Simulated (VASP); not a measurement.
Input:

```xyz
2
Lattice="0.0000 3.1931 3.1931 3.1931 0.0000 3.1931 3.1931 3.1931 0.0000" Properties=species:S:1:pos:R:3 pbc="T T T"
Te     3.1931     3.1931     3.1931
Pb     0.0000     0.0000     0.0000
```

Level of theory: MS2 meta-GGA, VASP's PBE PAW potentials (set 64) (plane waves; VASP 6.6.1). Numerical set-up: 520 eV cut-off, 7×7×7 Γ-centred mesh, Gaussian smearing of 0.050 eV, potentials Te Pb_d.

Q: Give the stress tensor in GPa (positive for a compressed cell).

A: 
```
1.40  0.00  0.00
0.00  1.40  0.00
0.00  0.00  1.40
```
The pressure is its mean diagonal, 1.40 GPa.

The compound is PbTe in the rock salt structure. This cell is one point of a volume scan, at 0.97 of the reference volume.
